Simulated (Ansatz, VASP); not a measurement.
# Cross-check of FeSi2 (Linzhiite) between VASP and Ansatz

One calculation is typed for both programs; each brings its own data sets. How far apart do they land? The cell is taken from a series of runs on this material, whose earlier steps may have relaxed, scaled, displaced or heated it; both programs get it as it stands.

Main program and level: Ansatz 0.2.0; plane waves, with VASP 6.6.1 beside it; zone-centre phonons at PBEsol.

**1. The structure**

Symmetry: P4/mmm, No. 123, tetragonal system. The conventional cell has a = 2.659 Å, b = 2.659 Å, c = 5.260 Å, α = 90.00°, β = 90.00°, γ = 90.00°. Nearest to Si lie 4 Fe at 2.36 Å and 1 Si at 2.39 Å. Fe has 8 Si at 2.36 Å nearest. Farther neighbours are not listed.

As a file:

```xyz
3
Lattice="2.6589 0.0000 0.0000 0.0000 2.6589 0.0000 0.0000 0.0000 5.2602" Properties=species:S:1:pos:R:3 pbc="T T T"
Si    1.3294    1.3294    1.4339
Si    1.3294    1.3294    3.8263
Fe    0.0000    0.0000    0.0000
```

**2. VASP: zone-centre phonons, PBEsol**

Second derivatives magnify differences that forces hide, and they need a tight electronic threshold.

Lines of VASP's logs that name or quote its potential files are left out, and so is its time.

The input, INCAR:

```
SYSTEM = FeSi2
PREC = Accurate
ENCUT = 600
EDIFF = 1E-08
NELM = 120
ISMEAR = 1
SIGMA = 0.2
LREAL = .FALSE.
ALGO = Normal
GGA = PS
NBANDS = 14
LASPH = .TRUE.
LORBIT = 11
LWAVE = .FALSE.
LCHARG = .FALSE.
ISIF = 2
IBRION = 8
GGA_COMPAT = .FALSE.
KPAR = 2
```

The input, POSCAR:

```
FeSi2
1.0
    2.6588673814      0.0000000000      0.0000000000
    0.0000000000      2.6588673814      0.0000000000
    0.0000000000      0.0000000000      5.2601583316
Si Fe
2 1
Direct
    0.5000000000      0.5000000000      0.2725917153
    0.5000000000      0.5000000000      0.7274082847
    0.0000000000      0.0000000000      0.0000000000
```

The input, KPOINTS:

```
Automatic mesh
0
Gamma
16 16 8
0 0 0
```

PAW data sets: Si and Fe (PBE family, release 64).

The run is started by

```sh
mpirun -np 2 vasp_std
```

Numbers of over 12 decimals in the logs are rounded to 6 here.

Output:

```text
[banner, memory and clock lines left out]
running    2 mpi-ranks, on    1 nodes
 distrk:  each k-point on    1 cores,    2 groups
 distr:  one band on    1 cores,    1 groups

 POSCAR found type information on POSCAR SiFe
 POSCAR found :  2 types and       3 ions
|                                                                             |
|               ----> ADVICE to this user running VASP <----                  |
|                                                                             |
|     You enforced a specific xc type in the INCAR file but a different       |
|     [... a line on the potential file left out ...]
|     I HOPE YOU KNOW WHAT YOU ARE DOING!                                     |
|                                                                             |

 LDA part: xc-table for (Slater+PW92), standard interpolation
 POSCAR, INCAR and KPOINTS ok, starting setup
 FFT: planning ... GRIDC
 FFT: planning ... GRID_SOFT
 FFT: planning ... GRID
 WAVECAR not read
 entering main loop
       N       E                     dE             d eps       ncg     rms          rms(c)
DAV:   1     0.658905513384E+02    0.65891E+02   -0.77345E+03  6340   0.129E+03
DAV:   2    -0.195095494326E+02   -0.85400E+02   -0.76173E+02  6414   0.229E+02
DAV:   3    -0.235864334168E+02   -0.40769E+01   -0.38929E+01  8600   0.552E+01
DAV:   4    -0.236828782218E+02   -0.96445E-01   -0.96235E-01  7168   0.786E+00
DAV:   5    -0.236854827429E+02   -0.26045E-02   -0.26040E-02  8634   0.139E+00    0.172E+01
DAV:   6    -0.264926574218E+02   -0.28072E+01   -0.19157E+01  8166   0.103E+02    0.193E+01
DAV:   7    -0.220593541967E+02    0.44333E+01   -0.16095E+01  8438   0.912E+01    0.503E+00
DAV:   8    -0.219440650906E+02    0.11529E+00   -0.65688E-01  8436   0.839E+00    0.184E+00
DAV:   9    -0.219124038341E+02    0.31661E-01   -0.72995E-02  8622   0.539E+00    0.681E-01
DAV:  10    -0.219107995879E+02    0.16042E-02   -0.45443E-03  7586   0.618E-01    0.103E-01
DAV:  11    -0.219107824402E+02    0.17148E-04   -0.29040E-04  8318   0.197E-01    0.566E-02
DAV:  12    -0.219107764382E+02    0.60020E-05   -0.20559E-05  7898   0.439E-02    0.213E-02
DAV:  13    -0.219107757189E+02    0.71932E-06   -0.47596E-06  8622   0.280E-02    0.676E-03
DAV:  14    -0.219107757417E+02   -0.22828E-07   -0.41716E-07  8546   0.705E-03    0.286E-03
DAV:  15    -0.219107757604E+02   -0.18703E-07   -0.95118E-08  8096   0.311E-03    0.112E-03
DAV:  16    -0.219107757547E+02    0.57457E-08   -0.76893E-09  4386   0.146E-03
   1 F= -.21910776E+02 E0= -.21910763E+02  d E =-.396729E-04
 Linear response reoptimize wavefunctions to high precision
DAV:   1    -0.219107757526E+02    0.20862E-08   -0.35604E-09  7436   0.583E-04
DAV:   2    -0.219107757526E+02   -0.68212E-11   -0.19360E-10  4008   0.123E-04
 Linear response DOF=           4
 Linear response progress:
  Degree of freedom:   1/  4
       N       E                     dE             d eps       ncg     rms          rms(c)
RMM:   1    -0.118718363695E-01   -0.11872E-01   -0.75912E-04 36349   0.837E-01
RMM:   2    -0.111375316004E-01    0.73430E-03   -0.33815E-04 22057   0.377E-01    0.653E-02
RMM:   3    -0.111990574334E-01   -0.61526E-04   -0.24207E-04 27113   0.120E-01    0.366E-02
RMM:   4    -0.112869673928E-01   -0.87910E-04   -0.29327E-05 25272   0.494E-02    0.540E-03
RMM:   5    -0.112867880486E-01    0.17934E-06   -0.51969E-06 28431   0.154E-02    0.288E-03
RMM:   6    -0.112680061514E-01    0.18782E-04   -0.81448E-07 27143   0.699E-03    0.108E-03
RMM:   7    -0.112728421731E-01   -0.48360E-05   -0.41308E-08 23845   0.330E-03    0.718E-04
RMM:   8    -0.112735236163E-01   -0.68144E-06    0.34810E-08 23878   0.157E-03    0.227E-04
RMM:   9    -0.112733611620E-01    0.16245E-06   -0.15596E-08 28475   0.491E-04    0.442E-05
RMM:  10    -0.112731943980E-01    0.16676E-06   -0.18885E-09 28373   0.138E-04    0.156E-05
RMM:  11    -0.112732901775E-01   -0.95780E-07    0.12988E-09 28351   0.426E-05    0.698E-06
RMM:  12    -0.112732594391E-01    0.30738E-07    0.36080E-10 27338   0.206E-05    0.245E-06
RMM:  13    -0.112732518469E-01    0.75921E-08    0.99968E-10 29662   0.107E-05    0.659E-07
 first order change of Fermi-energy   0.31697E-04
 force on displaced ion       1 direction 1 :  -4.602   0.000   0.000
 Linear response progress:
  Degree of freedom:   2/  4
       N       E                     dE             d eps       ncg     rms          rms(c)
RMM:   1    -0.341039874266E-01   -0.34104E-01    0.93695E-02 14392   0.165E+00
RMM:   2    -0.316894422220E-01    0.24145E-02   -0.16182E-03  8653   0.638E-01    0.168E-01
RMM:   3    -0.320201728511E-01   -0.33073E-03   -0.13042E-03  7988   0.437E-01    0.209E-01
RMM:   4    -0.317227361510E-01    0.29744E-03   -0.60513E-04  7423   0.345E-01    0.684E-02
RMM:   5    -0.318165519957E-01   -0.93816E-04   -0.14329E-04 10080   0.861E-02    0.237E-02
RMM:   6    -0.318376500226E-01   -0.21098E-04   -0.10139E-05 10101   0.238E-02    0.849E-03
RMM:   7    -0.318468938359E-01   -0.92438E-05   -0.21478E-06  8952   0.142E-02    0.156E-03
RMM:   8    -0.318449587017E-01    0.19351E-05   -0.44801E-07 10180   0.591E-03    0.613E-04
RMM:   9    -0.318444414864E-01    0.51722E-06   -0.40326E-08 10500   0.163E-03    0.376E-04
RMM:  10    -0.318442611435E-01    0.18034E-06   -0.67508E-09 10718   0.433E-04    0.854E-05
RMM:  11    -0.318442556878E-01    0.54556E-08    0.16606E-09  9459   0.186E-04    0.214E-05
 first order change of Fermi-energy  -0.10860E+00
 force on displaced ion       1 direction 3 :  -0.000   0.000 -16.470
 Linear response progress:
  Degree of freedom:   3/  4
       N       E                     dE             d eps       ncg     rms          rms(c)
RMM:   1    -0.164123633773E+00   -0.16412E+00   -0.84167E-02 18814   0.253E+00
RMM:   2    -0.164011348671E+00    0.11229E-03   -0.18685E-03 15306   0.522E-01    0.217E-01
RMM:   3    -0.163787419140E+00    0.22393E-03   -0.33910E-04 17856   0.130E-01    0.130E-01
RMM:   4    -0.164208429699E+00   -0.42101E-03   -0.37271E-04 18036   0.139E-01    0.100E-02
RMM:   5    -0.164148892164E+00    0.59538E-04   -0.81807E-06 18373   0.248E-02    0.651E-03
RMM:   6    -0.164137011042E+00    0.11881E-04   -0.11152E-06 15044   0.136E-02    0.593E-03
RMM:   7    -0.164128930902E+00    0.80801E-05   -0.35073E-07 14407   0.919E-03    0.684E-04
RMM:   8    -0.164123965682E+00    0.49652E-05   -0.10996E-07 19065   0.232E-03    0.286E-04
RMM:   9    -0.164123640632E+00    0.32505E-06   -0.88952E-09 18334   0.658E-04    0.138E-04
RMM:  10    -0.164122483423E+00    0.11572E-05   -0.15919E-09 18350   0.284E-04    0.384E-05
RMM:  11    -0.164122587571E+00   -0.10415E-06   -0.90279E-10 19250   0.904E-05    0.102E-05
RMM:  12    -0.164122643451E+00   -0.55881E-07   -0.86846E-10 19545   0.323E-05    0.272E-06
RMM:  13    -0.164122626013E+00    0.17439E-07   -0.88971E-10 19672   0.174E-05    0.475E-07
RMM:  14    -0.164122629290E+00   -0.32777E-08   -0.95511E-10 16325   0.133E-05    0.138E-07
 first order change of Fermi-energy   0.40282E-03
 force on displaced ion       3 direction 1 :  -7.918   0.000   0.000
 Linear response progress:
  Degree of freedom:   4/  4
       N       E                     dE             d eps       ncg     rms          rms(c)
RMM:   1    -0.188282346135E+00   -0.18828E+00   -0.10021E-01 11530   0.239E+00
RMM:   2    -0.181366082620E+00    0.69163E-02   -0.23086E-03  8011   0.758E-01    0.232E-01
RMM:   3    -0.180495417327E+00    0.87067E-03   -0.18275E-03  9801   0.292E-01    0.123E-01
RMM:   4    -0.180630289920E+00   -0.13487E-03   -0.34676E-04 10100   0.104E-01    0.600E-02
RMM:   5    -0.180930660757E+00   -0.30037E-03   -0.11781E-04  9697   0.871E-02    0.110E-02
RMM:   6    -0.180937105661E+00   -0.64449E-05   -0.62316E-06  8529   0.278E-02    0.652E-03
RMM:   7    -0.180937796949E+00   -0.69129E-06   -0.25442E-06  9633   0.128E-02    0.277E-03
RMM:   8    -0.180921526477E+00    0.16270E-04   -0.41674E-07  9961   0.446E-03    0.555E-04
RMM:   9    -0.180922166821E+00   -0.64034E-06   -0.28680E-08 10339   0.142E-03    0.418E-04
RMM:  10    -0.180920945643E+00    0.12212E-05   -0.68786E-09 10391   0.406E-04    0.109E-04
RMM:  11    -0.180921608517E+00   -0.66287E-06   -0.28040E-09  9742   0.236E-04    0.224E-05
RMM:  12    -0.180921643457E+00   -0.34940E-07   -0.16983E-09 10709   0.866E-05    0.117E-05
RMM:  13    -0.180921608141E+00    0.35316E-07   -0.75123E-10 10732   0.342E-05    0.680E-06
RMM:  14    -0.180921614631E+00   -0.64896E-08   -0.82164E-10 10707   0.168E-05    0.141E-06
 first order change of Fermi-energy   0.30180E-02
 force on displaced ion       3 direction 3 :   0.000   0.000 -11.969
 Linear response finished
```

From OUTCAR (step 2):

```text
ion  position               nearest neighbor table
   1  0.500  0.500  0.273-   3 2.36   3 2.36   3 2.36   3 2.36   2 2.39   2 2.87
   2  0.500  0.500  0.727-   3 2.36   3 2.36   3 2.36   3 2.36   1 2.39   1 2.87
   3  0.000  0.000  0.000-   1 2.36   2 2.36   1 2.36   2 2.36   1 2.36   2 2.36   1 2.36   2 2.36

  LATTYP: Found a simple tetragonal cell.
 ALAT       =     2.6588673814
 C/A-ratio  =     1.9783455047

 Subroutine GETGRP returns: Found 16 space group operations
 (whereof 16 operations were pure point group operations)

The static configuration has the point symmetry D_4h.

 Found    225 irreducible k-points:

   k-points           NKPTS =    225   k-points in BZ     NKDIM =    225   number of bands    NBANDS=     14

   dimension x,y,z NGX =    24 NGY =   24 NGZ =   42
   dimension x,y,z NGXF=    48 NGYF=   48 NGZF=   84

   ENCUT  =  600.0 eV  44.10 Ry    6.64 a.u.   5.31  5.31 10.51*2*pi/ulx,y,z

   NELECT =      16.0000    total number of electrons

 k-points in reciprocal lattice and weights: Automatic mesh
   0.00000000  0.00000000  0.00000000       0.000
   0.06250000  0.00000000  0.00000000       0.002
   0.12500000  0.00000000  0.00000000       0.002
   0.18750000  0.00000000  0.00000000       0.002
   0.25000000  0.00000000  0.00000000       0.002
   0.31250000  0.00000000  0.00000000       0.002
   0.37500000  0.00000000  0.00000000       0.002
   0.43750000  0.00000000  0.00000000       0.002
   0.50000000  0.00000000  0.00000000       0.001
[...]
0.50000000  0.43750000  0.50000000       0.002
   0.50000000  0.50000000  0.50000000       0.000

 average (electrostatic) potential at core
       1 -79.8297       2 -79.8297       3 -39.3223

  Total        0.0863035      0.0863035     -2.7116926      0.0000000      0.0000000      0.0000000
  in kB        3.7183223      3.7183223   -116.8312072      0.0000000      0.0000000      0.0000000
  external PRESSURE =     -36.4648542 kB  Pullay stress =       0.0000000 kB

  energy-cutoff  :      600.00
  volume of cell :       37.19
      direct lattice vectors                 reciprocal lattice vectors
     2.658867381  0.000000000  0.000000000     0.376099992  0.000000000  0.000000000
     0.000000000  2.658867381  0.000000000     0.000000000  0.376099992  0.000000000
     0.000000000  0.000000000  5.260158332     0.000000000  0.000000000  0.190108346

 POSITION                                       TOTAL-FORCE (eV/Angst)
 -----------------------------------------------------------------------------------
      1.32943      1.32943      1.43388         0.000000     -0.000000      0.020902
      1.32943      1.32943      3.82628        -0.000000     -0.000000     -0.020902
      0.00000      0.00000      0.00000        -0.000000      0.000000      0.000000
 -----------------------------------------------------------------------------------
    total drift:                               -0.000000      0.000000      0.000000

 Eigenvectors and eigenvalues of the dynamical matrix
 ----------------------------------------------------

   1 f  =   15.318879 THz    96.251356 2PiTHz  510.982805 cm-1    63.353765 meV
             X         Y         Z           dx          dy          dz
      1.329434  1.329434  1.433876    -0.000000    0.000000    0.707107
      1.329434  1.329434  3.826283     0.000000    0.000000   -0.707107
      0.000000  0.000000  0.000000    -0.000000   -0.000000    0.000000

   2 f  =   10.215659 THz    64.186878 2PiTHz  340.757700 cm-1    42.248551 meV
             X         Y         Z           dx          dy          dz
      1.329434  1.329434  1.433876    -0.000000    0.000000   -0.499037
      1.329434  1.329434  3.826283    -0.000000    0.000000   -0.499037
      0.000000  0.000000  0.000000    -0.000000   -0.000000    0.708467

   3 f  =    8.313307 THz    52.234048 2PiTHz  277.302069 cm-1    34.381059 meV
             X         Y         Z           dx          dy          dz
      1.329434  1.329434  1.433876     0.079013   -0.493014    0.000000
      1.329434  1.329434  3.826283     0.079013   -0.493014    0.000000
      0.000000  0.000000  0.000000    -0.112052    0.699166    0.000000

   4 f  =    8.313307 THz    52.234048 2PiTHz  277.302069 cm-1    34.381059 meV
             X         Y         Z           dx          dy          dz
      1.329434  1.329434  1.433876    -0.493014   -0.079013    0.000000
      1.329434  1.329434  3.826283    -0.493014   -0.079013   -0.000000
      0.000000  0.000000  0.000000     0.699166    0.112052    0.000000

   5 f  =    6.755650 THz    42.447001 2PiTHz  225.344227 cm-1    27.939111 meV
             X         Y         Z           dx          dy          dz
      1.329434  1.329434  1.433876     0.448542    0.546635    0.000000
      1.329434  1.329434  3.826283    -0.448542   -0.546635   -0.000000
      0.000000  0.000000  0.000000    -0.000000   -0.000000   -0.000000

   6 f  =    6.755650 THz    42.447001 2PiTHz  225.344227 cm-1    27.939111 meV
             X         Y         Z           dx          dy          dz
      1.329434  1.329434  1.433876     0.546635   -0.448542   -0.000000
      1.329434  1.329434  3.826283    -0.546635    0.448542    0.000000
      0.000000  0.000000  0.000000     0.000000    0.000000    0.000000

   7 f/i=    0.000436 THz     0.002742 2PiTHz    0.014557 cm-1     0.001805 meV
             X         Y         Z           dx          dy          dz
      1.329434  1.329434  1.433876     0.291685    0.406958    0.000000
      1.329434  1.329434  3.826283     0.291685    0.406958    0.000000
      0.000000  0.000000  0.000000     0.411360    0.573928    0.000000

   8 f/i=    0.000436 THz     0.002742 2PiTHz    0.014557 cm-1     0.001805 meV
             X         Y         Z           dx          dy          dz
      1.329434  1.329434  1.433876     0.406958   -0.291685   -0.000000
      1.329434  1.329434  3.826283     0.406958   -0.291685   -0.000000
      0.000000  0.000000  0.000000     0.573928   -0.411360   -0.000000

   9 f/i=    0.004935 THz     0.031006 2PiTHz    0.164607 cm-1     0.020409 meV
             X         Y         Z           dx          dy          dz
      1.329434  1.329434  1.433876    -0.000000    0.000000   -0.500961
      1.329434  1.329434  3.826283    -0.000000    0.000000   -0.500961
      0.000000  0.000000  0.000000    -0.000000    0.000000   -0.705744

 ELASTIC MODULI CONTR FROM IONIC RELAXATION (kBar)
 Direction    XX          YY          ZZ          XY          YZ          ZX
 --------------------------------------------------------------------------------
 XX        -140.8295   -140.8295    -22.9932      0.0000     -0.0000      0.0000
 YY        -140.8295   -140.8295    -22.9932      0.0000     -0.0000      0.0000
 ZZ         -22.9932    -22.9932     -3.7541      0.0000     -0.0000      0.0000
 XY           0.0000      0.0000      0.0000      0.0000      0.0000      0.0000
 YZ          -0.0000     -0.0000     -0.0000      0.0000   -385.6820     -0.0000
 ZX           0.0000      0.0000      0.0000      0.0000     -0.0000   -295.1998
 --------------------------------------------------------------------------------
```

(Continued in part 2 of 2.)

[Lines on the potential files, build, host, timing and source positions are cut from VASP's logs without a mark.]

[Logs are printed without paths, hosts, clocks, repeated set-up lines and the standing remarks that a program may print on its own settings, such as how far it seeks lower states.]

[Hosts, paths, dates, database ids (printed as entryN), source tags and the programs' standing remarks are cut or masked in the printed files.]
